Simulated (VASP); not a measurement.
Computed with r2SCAN meta-GGA, VASP's PBE PAW potentials (set 64) (plane waves; VASP).

Input for VASP

File POSCAR:
```
W
1
   -1.5800000000     1.5800000000     1.5800000000
    1.5800000000    -1.5800000000     1.5800000000
    1.5800000000     1.5800000000    -1.5800000000
W
1
Direct
  0.0000000000   0.0000000000   0.0000000000
```

INCAR:
```
NELM  =  100   # most electronic steps
EDIFF  =  1E-6   # SCF stop (eV)
ISIF  =  3
LREAL  =  F   # projection in real space or not
LMAXMIX  =  6
NSW  =  60   # most ionic steps
SYSTEM  =  W
ENCUT  =  400
ISMEAR  =  1
PREC  =  Accurate
LWAVE  =  F
LASPH  =  T   # aspherical one-centre terms
IBRION  =  2   # conjugate gradients
EDIFFG  =  -0.01   # ionic stop
LCHARG  =  F
SIGMA  =  0.1
LMIXTAU  =  T
ALGO  =  Normal   # blocked Davidson
METAGGA  =  R2SCAN
```

File KPOINTS:
```
Regular mesh
0
G
15 15 15
```

POTCAR, in this order: W_sv (PBE.64 set). Program: vasp_std.

The run wrote:

### OUTCAR
```
 ion  position               nearest neighbor table
   1  0.000  0.000  0.000-
  LATTYP: Found a body centered cubic cell.
 ALAT       =     3.1600000000
 Subroutine PRICEL returns:
 Original cell was already a primitive cell.
 Subroutine GETGRP returns: Found 48 space group operations
The static configuration has the point symmetry O_h .
The dynamic configuration has the point symmetry O_h .
 Subroutine INISYM returns: Found 48 space group operations
 Subroutine IBZKPT returns following result:
 Found    120 irreducible k-points:

 Following reciprocal coordinates:
            Coordinates               Weight
  0.000000  0.000000  0.000000      1.000000
  0.066667  0.000000  0.000000     12.000000
  0.133333  0.000000  0.000000     12.000000
  0.200000  0.000000  0.000000     12.000000
  0.266667  0.000000  0.000000     12.000000
  0.333333  0.000000  0.000000     12.000000
  0.400000  0.000000  0.000000     12.000000
  0.466667  0.000000  0.000000     12.000000
  0.066667  0.066667  0.000000     24.000000
  0.133333  0.066667 -0.000000     48.000000
  0.200000  0.066667  0.000000     48.000000
  0.266667  0.066667  0.000000     48.000000
  0.333333  0.066667  0.000000     48.000000
  0.400000  0.066667  0.000000     48.000000
  0.466667  0.066667  0.000000     24.000000
  0.133333  0.133333  0.000000     24.000000
  0.200000  0.133333  0.000000     48.000000
  0.266667  0.133333 -0.000000     48.000000
  0.333333  0.133333  0.000000     48.000000
  0.400000  0.133333  0.000000     48.000000
  0.200000  0.200000  0.000000     24.000000
  0.266667  0.200000 -0.000000     48.000000
  0.333333  0.200000  0.000000     48.000000
  0.400000  0.200000  0.000000     24.000000
  0.266667  0.266667  0.000000     24.000000
  0.333333  0.266667 -0.000000     48.000000
  0.333333  0.333333  0.000000      8.000000
  0.066667  0.066667  0.066667      8.000000
  0.133333  0.066667  0.066667     24.000000
  0.200000  0.066667  0.066667     24.000000
  0.266667  0.066667  0.066667     24.000000
  0.333333  0.066667  0.066667     24.000000
  0.400000  0.066667  0.066667     24.000000
 -0.066667  0.066667  0.066667      6.000000
  0.133333  0.133333  0.066667     24.000000
  0.200000  0.133333  0.066667     48.000000
  0.266667  0.133333  0.066667     48.000000
  0.333333  0.133333  0.066667     48.000000
  0.400000  0.133333  0.066667     24.000000
 -0.133333  0.133333  0.066667     24.000000
   k-points           NKPTS =    120   k-points in BZ     NKDIM =    120   number of bands    NBANDS=     11
   number of dos      NEDOS =    301   number of ions     NIONS =      1
   total plane-waves  NPLWV =   5832
   dimension x,y,z NGX =    18 NGY =   18 NGZ =   18
   dimension x,y,z NGXF=    36 NGYF=   36 NGZF=   36
   ions per type =               1
   PREC   = accura    normal or accurate (medium, high low for compatibility)
   ISTART =      0    job   : 0-new  1-cont  2-samecut
   ICHARG =      2    charge: 1-file 2-atom 10-const
   ISPIN  =      1    spin polarized calculation?
   LNONCOLLINEAR =      F non collinear calculations
   LSORBIT =      F    spin-orbit coupling
   INIWAV =      1    electr: 0-lowe 1-rand  2-diag
   ENCUT  =  400.0 eV  29.40 Ry    5.42 a.u.   4.46  4.46  4.46*2*pi/ulx,y,z
   NELM   =    100;   NELMIN=  2; NELMDL= -5     # of ELM steps
   EDIFF  = 0.1E-05   stopping-criterion for ELM
   LREAL  =      F    real-space projection
   NLSPLINE    = F    spline interpolate recip. space projectors
   LMAXMIX     =    6 max onsite mixed and CHGCAR
   VOSKOWN=      0    Vosko Wilk Nusair interpolation
...
```

OSZICAR:
```
       N       E                     dE             d eps       ncg     rms          rms(c)
DAV:   1     0.259758466881E+02    0.25976E+02   -0.69909E+03  2651   0.126E+03
DAV:   2    -0.542395944271E+02   -0.80215E+02   -0.77727E+02  2856   0.307E+02
DAV:   3    -0.556118558695E+02   -0.13723E+01   -0.13615E+01  3031   0.409E+01
DAV:   4    -0.556187820280E+02   -0.69262E-02   -0.69261E-02  2832   0.313E+00
DAV:   5    -0.556188394990E+02   -0.57471E-04   -0.57469E-04  2973   0.284E-01    0.229E+01
DAV:   6    -0.507580029562E+02    0.48608E+01   -0.22908E+00  2763   0.220E+01    0.473E+00
DAV:   7    -0.515001109613E+02   -0.74211E+00   -0.17502E-01  2661   0.522E+00    0.290E+00
DAV:   8    -0.508558485873E+02    0.64426E+00   -0.47667E-01  2670   0.909E+00    0.321E+00
DAV:   9    -0.513075205505E+02   -0.45167E+00   -0.11056E-01  2790   0.354E+00    0.137E+00
DAV:  10    -0.513487226464E+02   -0.41202E-01   -0.13606E-02  2670   0.146E+00    0.623E-01
DAV:  11    -0.513500557461E+02   -0.13331E-02   -0.27001E-03  2829   0.689E-01    0.103E-01
DAV:  12    -0.513501385261E+02   -0.82780E-04   -0.15273E-04  2715   0.172E-01    0.646E-02
DAV:  13    -0.513501175340E+02    0.20992E-04   -0.62549E-05  2811   0.118E-01    0.380E-02
DAV:  14    -0.513501082086E+02    0.93254E-05   -0.10042E-05  2757   0.414E-02    0.226E-02
DAV:  15    -0.513501053682E+02    0.28405E-05   -0.10692E-05  2829   0.468E-02    0.720E-03
DAV:  16    -0.513501032222E+02    0.21460E-05   -0.16647E-06  2452   0.145E-02    0.235E-03
DAV:  17    -0.513501037049E+02   -0.48278E-06   -0.39413E-07  1353   0.879E-03
   1 F= -.51350104E+02 E0= -.51350122E+02  d E =-.513501E+02
       N       E                     dE             d eps       ncg     rms          rms(c)
DAV:   1    -0.517172949194E+02   -0.36719E+00   -0.97365E+00  2709   0.512E+01    0.714E+00
DAV:   2    -0.513677959043E+02    0.34950E+00   -0.52592E-01  2682   0.953E+00    0.184E+00
DAV:   3    -0.513134437465E+02    0.54352E-01   -0.18741E-01  2729   0.570E+00    0.116E+00
DAV:   4    -0.512686696278E+02    0.44774E-01   -0.51069E-02  2681   0.291E+00    0.112E-01
DAV:   5    -0.513167576109E+02   -0.48088E-01   -0.38670E-02  2646   0.252E+00    0.746E-02
DAV:   6    -0.513221050171E+02   -0.53474E-02   -0.13264E-03  2724   0.454E-01    0.190E-02
DAV:   7    -0.513226440533E+02   -0.53904E-03   -0.20629E-04  2709   0.183E-01    0.728E-02
DAV:   8    -0.513223662073E+02    0.27785E-03   -0.33663E-05  2712   0.751E-02    0.361E-02
DAV:   9    -0.513223364791E+02    0.29728E-04   -0.92171E-06  2801   0.397E-02    0.260E-03
DAV:  10    -0.513223282666E+02    0.82125E-05   -0.15814E-07  1389   0.525E-03    0.374E-03
DAV:  11    -0.513223331153E+02   -0.48488E-05   -0.19059E-07  1335   0.623E-03    0.850E-04
DAV:  12    -0.513223182351E+02    0.14880E-04   -0.54087E-08  1326   0.284E-03    0.247E-04
DAV:  13    -0.513223198435E+02   -0.16084E-05   -0.20961E-09  1335   0.703E-04    0.717E-05
DAV:  14    -0.513223193591E+02    0.48447E-06   -0.51274E-10  1335   0.316E-04
   2 F= -.51322319E+02 E0= -.51322305E+02  d E =0.277843E-01
       N       E                     dE             d eps       ncg     rms          rms(c)
DAV:   1    -0.515964762939E+02   -0.27416E+00   -0.57340E+00  2712   0.379E+01    0.633E+00
DAV:   2    -0.513812689377E+02    0.21521E+00   -0.28477E-01  2691   0.757E+00    0.141E+00
DAV:   3    -0.513485596119E+02    0.32709E-01   -0.11067E-01  2739   0.447E+00    0.112E+00
DAV:   4    -0.513162441373E+02    0.32315E-01   -0.27133E-02  2713   0.209E+00    0.280E-01
DAV:   5    -0.513513565692E+02   -0.35112E-01   -0.14810E-02  2651   0.155E+00    0.952E-02
DAV:   6    -0.513524342030E+02   -0.10776E-02   -0.33560E-04  2724   0.232E-01    0.690E-03
DAV:   7    -0.513522781644E+02    0.15604E-03   -0.29438E-05  2712   0.709E-02    0.114E-02
DAV:   8    -0.513523896161E+02   -0.11145E-03   -0.94791E-06  2718   0.403E-02    0.486E-03
DAV:   9    -0.513523639705E+02    0.25646E-04   -0.13321E-06  2172   0.146E-02    0.149E-04
DAV:  10    -0.513523717970E+02   -0.78265E-05   -0.35604E-08  1323   0.253E-03    0.188E-04
DAV:  11    -0.513523706471E+02    0.11499E-05   -0.48519E-09  1329   0.109E-03    0.972E-05
DAV:  12    -0.513523714996E+02   -0.85256E-06   -0.38871E-10  1329   0.304E-04
   3 F= -.51352371E+02 E0= -.51352399E+02  d E =-.226779E-02
```

OUTCAR:
```
------------------------ aborting loop because EDIFF is reached ----------------------------------------
  FORCE on cell =-STRESS in cart. coord.  units (eV):
  Direction    XX          YY          ZZ          XY          YZ          ZX
  --------------------------------------------------------------------------------------
  Total       -0.0056252     -0.0056252     -0.0056252     -0.0000000      0.0000000     -0.0000000
  in kB       -0.5644374     -0.5644374     -0.5644374     -0.0000000      0.0000000     -0.0000000
  external PRESSURE =      -0.5644374 kB  Pullay stress =       0.0000000 kB
  volume of cell :       15.97
      direct lattice vectors                 reciprocal lattice vectors
    -1.586318977  1.586318977  1.586318977     0.000000000  0.315195120  0.315195120
     1.586318977 -1.586318977  1.586318977     0.315195120  0.000000000  0.315195120
     1.586318977  1.586318977 -1.586318977     0.315195120  0.315195120  0.000000000
 POSITION                                       TOTAL-FORCE (eV/Angst)
 -----------------------------------------------------------------------------------
      0.00000      0.00000     -0.00000         0.000000     -0.000000      0.000000
 -----------------------------------------------------------------------------------
    total drift:                                0.000000     -0.000000      0.000000
  FREE ENERGIE OF THE ION-ELECTRON SYSTEM (eV)
  ---------------------------------------------------
  free  energy   TOTEN  =       -51.3523714996 eV

  energy  without entropy=      -51.3524528914  energy(sigma->0) =      -51.35239863

 reached required accuracy - stopping structural energy minimisation
```
(Selected blocks of OUTCAR.)

CONTCAR:
```
W
   1.00000000000000
    -1.5863189767527668    1.5863189767527668    1.5863189767527668
     1.5863189767527668   -1.5863189767527668    1.5863189767527668
     1.5863189767527668    1.5863189767527668   -1.5863189767527668
  W
     1
Direct
     0.0000000000000000    0.0000000000000000    0.0000000000000000
```

The compound is W in the bcc structure. This run relaxes it. Symmetry was kept, so distortions that lower it aren't found.
